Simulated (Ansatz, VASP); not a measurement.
# Cross-check of Te (Tellurium) between VASP and Ansatz, part 2 of 2

Aim: how closely do two programs agree when they are given the same cell, functional and k mesh? The structure shown is the start of the Ansatz relaxation below; VASP solves that cell, so the two are compared at the walk's first step.

VASP 6.6.1 and Ansatz 0.2.0.

So far. Step 3 (VASP: single point, LDA, start cell, pair 1): The run ends at a pressure of 3.38 GPa, with forces up to 0.092 eV/Å.

### Step 7. VASP: single point, LDA, start cell, pair 2

Level of this step: LDA; plane waves and PAW (Te) (VASP).

The same cell, functional (in two slightly different forms), mesh and smearing now go to VASP, with its own data sets.

Input file INCAR:

```
SYSTEM = Te
PREC = Accurate
ENCUT = 400
EDIFF = 1E-06
NELM = 120
ISMEAR = 1
SIGMA = 0.2
LREAL = .FALSE.
ALGO = Normal
GGA = CA
NBANDS = 15
LORBIT = 11
LWAVE = .FALSE.
LCHARG = .FALSE.
ISIF = 2
LASPH = .TRUE.
GGA_COMPAT = .FALSE.
KPAR = 2
```

Input file POSCAR:

```
Te
1.0
    4.2060300000      0.0000000000      0.0000000000
   -2.1030150000      3.6425290000      0.0000000000
    0.0000000000      0.0000000000      5.8868870000
Te
3
Direct
    0.2896363079      0.0000000000      0.3333333900
    0.9999999290      0.2896364037      0.6666666100
    0.7103635253      0.7103635963      0.0000000000
```

Input file KPOINTS:

```
Automatic mesh
0
Gamma
12 12 8
0 0 0
```

PAW data sets: Te (LDA family, release 64).

Launch:

```sh
$ mpirun -np 2 vasp_std
```

Numbers of over 12 decimals in the logs are rounded to 6 here.

The program printed:

```text
[... set-up lines as in an earlier step ...]
 entering main loop
       N       E                     dE             d eps       ncg     rms          rms(c)
DAV:   1     0.639704888817E+02    0.63970E+02   -0.57036E+03  3930   0.786E+02
DAV:   2    -0.727601322228E+01   -0.71247E+02   -0.67707E+02  5349   0.132E+02
DAV:   3    -0.113490426036E+02   -0.40730E+01   -0.40373E+01  4532   0.362E+01
DAV:   4    -0.114194146208E+02   -0.70372E-01   -0.70360E-01  5824   0.569E+00
[...]
DAV:  10    -0.113881181718E+02    0.19841E-05   -0.75252E-06  4831   0.170E-02    0.115E-02
DAV:  11    -0.113881165230E+02    0.16489E-05   -0.46563E-06  4707   0.130E-02    0.524E-03
DAV:  12    -0.113881165554E+02   -0.32432E-07   -0.48400E-07  2700   0.428E-03
   1 F= -.11388117E+02 E0= -.11389740E+02  d E =0.486935E-02
```

From OUTCAR (step 7):

```text
  Total        1.1693880      1.1693881      1.5367555     -0.0000000      0.0000000      0.0000000
  in kB       20.7734261     20.7734280     27.2994733     -0.0000000      0.0000000      0.0000000
  external PRESSURE =      22.9487758 kB  Pullay stress =       0.0000000 kB

 POSITION                                       TOTAL-FORCE (eV/Angst)
 -----------------------------------------------------------------------------------
      1.21822      0.00000      1.96230         0.098170      0.000000      0.000000
      3.59692      1.05501      3.92459        -0.049085      0.085018     -0.000000
      1.49390      2.58752      0.00000        -0.049085     -0.085018     -0.000000
 -----------------------------------------------------------------------------------
    total drift:                                0.000269      0.000069     -0.000004

  FREE ENERGIE OF THE ION-ELECTRON SYSTEM (eV)
  ---------------------------------------------------
  free  energy   TOTEN  =       -11.3881165554 eV

  energy  without entropy=      -11.3929859020  energy(sigma->0) =      -11.38973967

[... 1 part as in an earlier step ...]

[... 2 further parts left out ...]
[key lines of the parts left out:]
E-fermi :   7.5866
```

The run ends at a pressure of 2.29 GPa, with forces up to 0.098 eV/Å.

### Step 8. Side by side

What differs besides the data sets and the points named for the pairs above, as far as they apply: the data sets hold 48 valence electrons in Ansatz (on its PAW soft_1 files) and 18 in VASP. Total energies have different zeros and are not compared.

Forces (eV/Å; atoms numbered as in POSCAR):

```tsv
atom	Ansatz x, y, z	VASP x, y, z
Te1	0.071, 0.000, 0.000	0.098, 0.000, 0.000
Te2	-0.035, 0.061, 0.000	-0.049, 0.085, 0.000
Te3	-0.035, -0.061, 0.000	-0.049, -0.085, 0.000
```

The forces differ by 16 meV/Å r.m.s., which is 27.8 % of the r.m.s. force of 0.057 eV/Å (both taken over all components).

### Step 9. Further runs

Further runs change the set-up of one program: Ansatz's method, potentials or start, or VASP's data sets, cutoff or form of LDA. The table gives that difference for each run.

```tsv
run	r.m.s. force difference (meV/Å)
as above	16
VASP with a cutoff of 500 eV (perhaps on Ansatz's relaxed cell)	14
```

### Step 10. Ansatz: relaxation, LDA

The two programs are compared at the cell with which this relaxation starts, whose forces are those of its first step. The cell compared in this pair holds 92.07 Å³, against 90.19 Å³ for the pair before.

The structure compared here is the start of the Ansatz relaxation; VASP solves that cell, so the two are compared at the walk's first step.

Input file input.yaml:

```yaml
crystal:
  lattice:
    - [4.2486698558, 0.0, 0.0]
    - [-2.1243349279, 3.6794560274, 0.0]
    - [0.0, 0.0, 5.8895112895]
  atoms:
    - { symbol: Te, position: [0.2862315165, 0.0, 0.3333333333] }
    - { symbol: Te, position: [0.0, 0.2862315165, 0.6666666667] }
    - { symbol: Te, position: [0.7137684835, 0.7137684835, 0.0] }
kpoints:
  mp_grid: { grid: [12, 12, 8] }
hamiltonian:
  xc: lda
  pseudopotentials: { kind: paw, azcp: { folder: soft_1 }, xc_functional: pbe }
scf:
  occupations: { method: methfessel_paxton, width: 0.2 }
output:
  forces: true
  stress: true
  eigenvalues: true
relax:
  adjacent_minimum: "off"
  f_tol: 0.001
  max_steps: 60
  cell: { stress_tol: 0.01, fix: [volume] }
```

Launch:

```sh
$ ansatz run input.yaml --threads 4 --pin off --max-ram 10240MiB --backend cpu --events-out ev --progress --plain --runs-dir out
```

The program printed:

```text
[...]
Crystal: 3 atoms, lattice volume = 92.070 Å³
Basis set: ecut = 420 eV, 1789 PW (Γ)
Bands: 29, of which v1, the nominal top of the filled ones, is band 24 counted from 1 (23 counted from 0)
Symmetry: 6 space group operations
[...]
k-points: 131 of 1152 (time reversal used)
[...]
--- Relaxed structure (3 steps of the walk, 3 accepted, 1 SCFs on fresh bases) ---
[...]
cell:  # Å, volume = 92.0695 Å³
    - [4.235038, 1.0122287530508971e-18, 0]
    - [-2.117519, 3.667650, 0]
    - [0, 0, 5.927488]
  atoms:
    - { symbol: Te, position: [0.289636, -1.6514249354430362e-19, 0.333333] }
    - { symbol: Te, position: [0, 0.289636, 0.666667] }
    - { symbol: Te, position: [0.710364, 0.710364, 0] }
[key lines of the parts left out:]
SCF converged after 6 iterations
Free energy (F): -20481.810694 eV
Fermi energy:    10.068539 eV
P = ⅓ Tr σ = 0.8131 GPa (8.131 kbar)
```

### Step 11. VASP: single point, LDA, start cell, pair 3

The same cell, functional (in two slightly different forms), mesh and smearing now go to VASP, with its own data sets.

INCAR is that of step 7.

Input file POSCAR:

```
Te
1.0
    4.2486700000      0.0000000000      0.0000000000
   -2.1243350000      3.6794560000      0.0000000000
    0.0000000000      0.0000000000      5.8895110000
Te
3
Direct
    0.2862314560      0.0000000000      0.3333332767
    0.9999998758      0.2862314429      0.6666667233
    0.7137684329      0.7137685571      0.0000000000
```

KPOINTS is that of step 7.

Launch:

```sh
$ mpirun -np 2 vasp_std
```

The program printed:

```text
[... set-up lines as in an earlier step ...]
 entering main loop
       N       E                     dE             d eps       ncg     rms          rms(c)
DAV:   1     0.631634765448E+02    0.63163E+02   -0.56721E+03  3930   0.785E+02
DAV:   2    -0.737797146671E+01   -0.70541E+02   -0.67165E+02  5306   0.132E+02
DAV:   3    -0.113667390827E+02   -0.39888E+01   -0.39712E+01  4602   0.359E+01
DAV:   4    -0.114371548782E+02   -0.70416E-01   -0.70407E-01  5898   0.565E+00
[...]
DAV:  10    -0.114029876068E+02    0.24848E-05   -0.92574E-06  5076   0.189E-02    0.117E-02
DAV:  11    -0.114029858544E+02    0.17523E-05   -0.50039E-06  4728   0.134E-02    0.465E-03
DAV:  12    -0.114029858597E+02   -0.52604E-08   -0.47454E-07  2679   0.427E-03
   1 F= -.11402986E+02 E0= -.11404676E+02  d E =0.507089E-02
```

OUTCAR, selected parts (step 11):

```text
  Total        0.6685999      0.6685998      0.9921734      0.0000000      0.0000000     -0.0000000
  in kB       11.6348561     11.6348551     17.2656251      0.0000000      0.0000000     -0.0000000
  external PRESSURE =      13.5117788 kB  Pullay stress =       0.0000000 kB

 POSITION                                       TOTAL-FORCE (eV/Angst)
 -----------------------------------------------------------------------------------
      1.21610      0.00000      1.96317         0.101748      0.000000     -0.000000
      3.64062      1.05318      3.92634        -0.050874      0.088116      0.000000
      1.51628      2.62628      0.00000        -0.050874     -0.088116      0.000000
 -----------------------------------------------------------------------------------
    total drift:                                0.000347     -0.000032     -0.000003

  FREE ENERGIE OF THE ION-ELECTRON SYSTEM (eV)
  ---------------------------------------------------
  free  energy   TOTEN  =       -11.4029858597 eV

  energy  without entropy=      -11.4080567462  energy(sigma->0) =      -11.40467616

[... 1 part as in an earlier step ...]

[... 2 further parts left out ...]
[key lines of the parts left out:]
E-fermi :   7.3461
```

The run ends at a pressure of 1.35 GPa, with forces up to 0.10 eV/Å.

### Step 12. Comparison

What differs besides the data sets and the points named for the pairs above, as far as they apply: the data sets hold 48 valence electrons in Ansatz (on its PAW soft_1 files) and 18 in VASP. Total energies have different zeros and are not compared.

Forces (eV/Å; atoms numbered as in POSCAR):

```tsv
atom	Ansatz x, y, z	VASP x, y, z
Te1	0.073, 0.000, 0.000	0.102, 0.000, 0.000
Te2	-0.037, 0.064, 0.000	-0.051, 0.088, 0.000
Te3	-0.037, -0.064, 0.000	-0.051, -0.088, 0.000
```

The forces differ by 16 meV/Å r.m.s., which is 27.8 % of the r.m.s. force of 0.059 eV/Å (both taken over all components).

### Step 13. Further runs

Further runs change the set-up of one program: Ansatz's method, potentials or start, or VASP's data sets, cutoff or form of LDA. The table gives that difference for each run.

```tsv
run	r.m.s. force difference (meV/Å)
as above	16
VASP with a cutoff of 500 eV (perhaps on Ansatz's relaxed cell)	14
```

### Step 14. What came out

```json
{"r.m.s. force difference (single point, LDA, start cell, pair 1)": "14 meV/Å", "r.m.s. force difference (single point, LDA, start cell, pair 2)": "16 meV/Å", "r.m.s. force difference (single point, LDA, start cell, pair 3)": "16 meV/Å"}
```

**Reading.** The r.m.s. force difference is 16 meV/Å (single point, LDA, start cell, pair 3), beyond the 12 meV/Å picked in this series as the mark of a large difference. The data sets hold unlike numbers of valence electrons (48 in Ansatz and 18 in VASP), so part of the differences comes from the potentials. Single point, LDA, start cell, pair 1, VASP with the data sets Te_sv_GW and a cutoff of 520 eV: r.m.s. force difference goes from 14 to 5.1 meV/Å. 8 further runs of this series are not shown here. Such differences can come from data sets, numerical settings and the points named under the comparisons, not from the functional's error against experiment.

[Lines on the potential files, build, host, timing and source positions are cut from VASP's logs without a mark.]

[Logs are printed without paths, hosts, clocks, repeated set-up lines and the standing remarks that a program may print on its own settings, such as how far it seeks lower states.]

[Hosts, paths, dates, database ids (printed as entryN), source tags and the programs' standing remarks are cut or masked in the printed files.]

[Rows of further runs with another cutoff or data set may stand on the cell that Ansatz relaxed, not on the start cell of the pair above them.]
